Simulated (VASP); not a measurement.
# Te2Mo (P6_3/mmc) in VASP: a series of runs, part 2 of 2

VASP 6.6.1. The steps go on from the part before.

### 3 Band structure, PBE+D3(BJ), spin-orbit coupling, no magnetisation

Contents of INCAR:

```
SYSTEM = Te2Mo
ALGO = Normal
EDIFF = 1E-6
ENCUT = 520
GGA = PE
GGA_COMPAT = .False.
ISIF = 2
ISMEAR = 0
IVDW = 12
KPAR = 2
LASPH = .True.
LCHARG = .False.
LMAXMIX = 4
LNONCOLLINEAR = .True.
LORBIT = 11
LREAL = .False.
LSORBIT = .True.
LWAVE = .False.
MAGMOM = 0 0 0 0 0 0 0 0 0 0 0 0 0 0 0 0 0 0
NBANDS = 70
NELM = 80
PREC = Accurate
SIGMA = 0.03
```

Contents of KPOINTS:

```
k-points
0
Gamma
  9 9 2
  0 0 0
```

Contents of POSCAR:

```
Te2Mo                                   
1.0
    3.4956861320      0.0000000000      0.0000000000
   -1.7478430660      3.0273529983      0.0000000000
    0.0000000000      0.0000000000     13.6948503991
  Te              Mo            
     4     2
Direct
     0.3333333300000021    0.6666666699999979    0.6172431572878239
     0.6666666699999979    0.3333333300000021    0.1172431572878239
     0.3333333300000021    0.6666666699999979    0.8827568427121761
     0.6666666699999979    0.3333333300000021    0.3827568427121761
     0.3333333300000021    0.6666666699999979    0.2500000000000000
     0.6666666699999979    0.3333333300000021    0.7500000000000000
```

KPOINTS_OPT is that of step 2.

Potentials or basis: VASP PAW PBE potentials, release 64 (Te, Mo_sv).

Launch:

```
> cat potpaw_PBE.64/Te/POTCAR potpaw_PBE.64/Mo_sv/POTCAR > POTCAR
> mpirun -np 2 vasp_ncl > vasp.out
```

It took 14 min on 2 MPI ranks of Intel Xeon Platinum 8559C (Emerald Rapids), shared host; peak memory 0.89 GiB.

It converged, with:

```yaml
Free_energy: -39.8339 eV
Pressure: 0.1 GPa
Largest_force: 0.021 eV/Å
Valence_electrons_inside_the_program's_atomic_spheres: Te 3.43; Mo 12.40
Dispersion_energy_per_atom: -0.554 eV
```

Forces on the atoms (eV/Å):
```
Te   0.000  0.000 -0.021
Te   0.000  0.000 -0.021
Te   0.000  0.000  0.021
Te   0.000  0.000  0.021
Mo   0.000  0.000  0.000
Mo   0.000  0.000  0.000
```

### 4 Band structure, r2SCAN

Contents of INCAR:

```
SYSTEM = Te2Mo
ALGO = Normal
EDIFF = 1E-6
ENCUT = 520
ISIF = 2
ISMEAR = 0
KPAR = 2
LASPH = .True.
LCHARG = .False.
LMAXMIX = 4
LMIXTAU = .True.
LREAL = .False.
LWAVE = .False.
METAGGA = R2SCAN
NBANDS = 35
NELM = 80
PREC = Accurate
SIGMA = 0.03
```

KPOINTS is that of step 3.

POSCAR is that of step 3.

KPOINTS_OPT is that of step 3.

Launch:

```
> cat potpaw_PBE.64/Te/POTCAR potpaw_PBE.64/Mo_sv/POTCAR > POTCAR
> mpirun -np 2 vasp_std > vasp.out
```

Run time: 11 min. Hardware: 2 MPI ranks of Intel Xeon Platinum 8559C (Emerald Rapids), shared host; peak memory 0.4 GiB.

Results (log left out):

```
Free energy             : -155.4776 eV
Pressure                : 3.2 GPa
Largest force           : 0.268 eV/Å
Band gap on the k mesh  : 0.77 eV, indirect (least direct gap 1.15 eV)
Band gap along the path : 0.70 eV, indirect (least direct gap 1.15 eV)
```

Forces in eV/Å, atoms in the order of the input:
```
Te   0.000  0.000  0.268
Te   0.000  0.000  0.268
Te   0.000  0.000 -0.268
Te   0.000  0.000 -0.268
Mo   0.000  0.000  0.000
Mo   0.000  0.000  0.000
```

Stress tensor (GPa, compression positive):
```
3.65 0.00 0.00
0.00 3.65 0.00
0.00 0.00 2.31
```

Levels at the corners of the path, in eV from the valence-band top:
| point | band 24 | band 25 | band 26 | band 27 | band 28 | band 29 |
| --- | --- | --- | --- | --- | --- | --- |
| Γ | -1.10 | -0.27 | 0.00 | 2.99 | 2.99 | 3.17 |
| M | -1.08 | -0.77 | -0.36 | 1.35 | 1.43 | 1.53 |
| M | -1.08 | -0.77 | -0.36 | 1.35 | 1.43 | 1.53 |
| K | -2.03 | -0.39 | -0.09 | 1.06 | 1.08 | 1.08 |
| K | -2.03 | -0.39 | -0.09 | 1.06 | 1.08 | 1.08 |
| Γ | -1.10 | -0.27 | 0.00 | 2.99 | 2.99 | 3.17 |
| Γ | -1.10 | -0.27 | 0.00 | 2.99 | 2.99 | 3.17 |
| A | -1.13 | -0.07 | -0.07 | 3.03 | 3.03 | 3.03 |
| A | -1.13 | -0.07 | -0.07 | 3.03 | 3.03 | 3.03 |
| L | -1.09 | -0.57 | -0.57 | 1.38 | 1.38 | 1.75 |
| L | -1.09 | -0.57 | -0.57 | 1.38 | 1.38 | 1.75 |
| H | -2.27 | -0.27 | -0.27 | 1.09 | 1.09 | 1.62 |
| H | -2.27 | -0.27 | -0.27 | 1.09 | 1.09 | 1.62 |
| A | -1.13 | -0.07 | -0.07 | 3.03 | 3.03 | 3.03 |
| L | -1.09 | -0.57 | -0.57 | 1.38 | 1.38 | 1.75 |
| M | -1.08 | -0.77 | -0.36 | 1.35 | 1.43 | 1.53 |
| K | -2.03 | -0.39 | -0.09 | 1.06 | 1.08 | 1.08 |
| H | -2.27 | -0.27 | -0.27 | 1.09 | 1.09 | 1.62 |

Caveat: the PAW data sets were made with another functional, which shifts forces and pressure a little; spin-orbit coupling is left out, which moves the levels of the heavy elements.

### 5 Band structure, TB-mBJ

POSCAR is that of step 4.

Contents of INCAR.step1:

```
SYSTEM = Te2Mo
ALGO = Normal
EDIFF = 1E-5
ENCUT = 520
GGA = PE
ISIF = 2
ISMEAR = 0
KPAR = 2
LASPH = .True.
LCHARG = .False.
LMAXMIX = 4
LREAL = .False.
LWAVE = .True.
NBANDS = 35
NELM = 80
PREC = Accurate
SIGMA = 0.03
```

Contents of INCAR.step2:

```
SYSTEM = Te2Mo
ALGO = Normal
EDIFF = 1E-6
ENCUT = 520
ISIF = 2
ISMEAR = 0
ISTART = 1
KPAR = 2
LASPH = .True.
LCHARG = .False.
LMAXMIX = 4
LREAL = .False.
LWAVE = .False.
METAGGA = MBJ
NBANDS = 35
NELM = 80
PREC = Accurate
SIGMA = 0.03
```

KPOINTS is that of step 4.

KPOINTS_OPT is that of step 4.

Launch:

```
> cat potpaw_PBE.64/Te/POTCAR potpaw_PBE.64/Mo_sv/POTCAR > POTCAR
> cp INCAR.step1 INCAR
> mpirun -np 2 vasp_std > vasp.out
> cp INCAR.step2 INCAR
> mpirun -np 2 vasp_std > vasp.out
```

It took 6.5 min on 2 MPI ranks of Intel Xeon Platinum 8559C (Emerald Rapids), shared host; peak memory 0.4 GiB.

Results (log left out):

```
Band gap on the k mesh  : 0.76 eV, indirect (least direct gap 1.09 eV)
Band gap along the path : 0.69 eV, indirect (least direct gap 1.09 eV)
```

Levels at the corners of the path, in eV from the valence-band top:
```tsv
point	band 22	band 23	band 24	band 25	band 26	band 27	band 28	band 29	band 30	band 31
Γ	-1.11	-1.06	-1.06	-0.25	0.00	2.85	2.85	3.03	3.03	3.03
M	-1.96	-1.01	-0.96	-0.70	-0.32	1.28	1.36	1.46	1.85	2.59
M	-1.96	-1.01	-0.96	-0.70	-0.32	1.28	1.36	1.46	1.85	2.59
K	-3.17	-1.94	-1.94	-0.30	-0.05	1.04	1.04	1.06	2.17	2.28
K	-3.17	-1.94	-1.94	-0.30	-0.05	1.04	1.04	1.06	2.17	2.28
Γ	-1.11	-1.06	-1.06	-0.25	0.00	2.85	2.85	3.03	3.03	3.03
Γ	-1.11	-1.06	-1.06	-0.25	0.00	2.85	2.85	3.03	3.03	3.03
A	-1.09	-1.09	-1.09	-0.07	-0.07	2.89	2.89	2.89	2.89	3.26
A	-1.09	-1.09	-1.09	-0.07	-0.07	2.89	2.89	2.89	2.89	3.26
L	-2.10	-0.97	-0.97	-0.51	-0.51	1.31	1.31	1.68	1.68	3.08
L	-2.10	-0.97	-0.97	-0.51	-0.51	1.31	1.31	1.68	1.68	3.08
H	-2.73	-2.18	-2.18	-0.21	-0.21	1.06	1.06	1.57	1.57	2.36
H	-2.73	-2.18	-2.18	-0.21	-0.21	1.06	1.06	1.57	1.57	2.36
A	-1.09	-1.09	-1.09	-0.07	-0.07	2.89	2.89	2.89	2.89	3.26
L	-2.10	-0.97	-0.97	-0.51	-0.51	1.31	1.31	1.68	1.68	3.08
M	-1.96	-1.01	-0.96	-0.70	-0.32	1.28	1.36	1.46	1.85	2.59
K	-3.17	-1.94	-1.94	-0.30	-0.05	1.04	1.04	1.06	2.17	2.28
H	-2.73	-2.18	-2.18	-0.21	-0.21	1.06	1.06	1.57	1.57	2.36
```

Caveat: the PAW data sets were made with another functional, which shifts forces and pressure a little; spin-orbit coupling is left out, which moves the levels of the heavy elements.

### 6 Band structure, TB-mBJ, spin-orbit coupling, no magnetisation

POSCAR is that of step 5.

INCAR.step1, as its differences from that of step 5:

```diff
@@ -5,2 +5,3 @@
 GGA = PE
+GGA_COMPAT = .False.
 ISIF = 2
@@ -11,5 +12,8 @@
 LMAXMIX = 4
+LORBIT = 11
 LREAL = .False.
+LSORBIT = .True.
 LWAVE = .True.
-NBANDS = 35
+MAGMOM = 0 0 0 0 0 0 0 0 0 0 0 0 0 0 0 0 0 0
+NBANDS = 70
 NELM = 80
```

INCAR.step2, as its differences from that of step 5:

```diff
@@ -4,2 +4,3 @@
 ENCUT = 520
+GGA_COMPAT = .False.
 ISIF = 2
@@ -11,6 +12,9 @@
 LMAXMIX = 4
+LORBIT = 11
 LREAL = .False.
+LSORBIT = .True.
 LWAVE = .False.
+MAGMOM = 0 0 0 0 0 0 0 0 0 0 0 0 0 0 0 0 0 0
 METAGGA = MBJ
-NBANDS = 35
+NBANDS = 70
 NELM = 80
```

KPOINTS is that of step 5.

KPOINTS_OPT is that of step 5.

Potentials or basis: VASP PAW PBE potentials, release 64 (Te, Mo_sv).

Launch:

```
> cat potpaw_PBE.64/Te/POTCAR potpaw_PBE.64/Mo_sv/POTCAR > POTCAR
> cp INCAR.step1 INCAR
> mpirun -np 2 vasp_ncl > vasp.out
> cp INCAR.step2 INCAR
> mpirun -np 2 vasp_ncl > vasp.out
```

Wall time 26 min (2 MPI ranks of Intel Xeon Platinum 8559C (Emerald Rapids), shared host); peak memory 0.94 GiB.

The run converged. Its results:

```yaml
Valence_electrons_inside_the_program's_atomic_spheres: Te 3.48; Mo 12.34
```

Caveat: the PAW data sets were made with another functional, which shifts forces and pressure a little.

### 7 Summary

```csv
level,spin,gap on the mesh (eV),pressure (GPa),largest force (eV/Å)
PBE+D3(BJ),off,0.67,0.0,-
PBE+D3(BJ),"SOC, no magnetisation",-,0.1,0.02
r2SCAN,off,0.77,3.2,0.27
TB-mBJ,off,0.76,-,-
TB-mBJ,"SOC, no magnetisation",-,-,-
```

Alike in all rows: task band structure; potentials or basis VASP PAW PBE potentials, release 64 (Te, Mo_sv); cell as given; k mesh 9 × 9 × 2; cutoff (eV) 520; smearing gaussian 0.03 eV.

On the cell as given the gap runs from 0.59 eV (PBE+D3(BJ)) to 0.70 eV (r2SCAN). The pressure there spans 0.0 GPa (PBE+D3(BJ)) to 3.2 GPa (r2SCAN); a positive pressure means that this level wants a larger cell, a negative one a smaller.

Caveats: spin-orbit coupling is left out, which moves the levels of the heavy elements (some runs); the PAW data sets were made with another functional, which shifts forces and pressure a little (some runs).

Absolute energies hang on the potentials; compare differences alone.

### 8 Against experiment

Step 2. Measured gap of Te2Mo: 0.88 eV (indirect; 300 K; quoted in “Broadband infrared study of pressure-tunable Fano resonance and metallization transition in 2H-MoTe2”, 2022, pmc:9569381). This calculation gives 0.59 eV (-0.29 eV). Spin-orbit coupling on Mo, Te is left out. The value is that of PBE+D3(BJ), without temperature or zero-point motion. Semilocal functionals fall short of measured gaps as a rule.

Step 4. Measured gap of Te2Mo: 0.88 eV (indirect; 300 K; quoted in “Broadband infrared study of pressure-tunable Fano resonance and metallization transition in 2H-MoTe2”, 2022, pmc:9569381). This calculation gives 0.70 eV (-0.18 eV). Spin-orbit coupling on Mo, Te is left out. The value is that of r2SCAN, without temperature or zero-point motion.

Step 5. A measured gap of Te2Mo is 0.88 eV (indirect; 300 K; quoted in “Broadband infrared study of pressure-tunable Fano resonance and metallization transition in 2H-MoTe2”, 2022, pmc:9569381); the calculated 0.69 eV misses it by -0.19 eV. Spin-orbit coupling on Mo, Te is left out. The value is that of TB-mBJ, without temperature or zero-point motion.
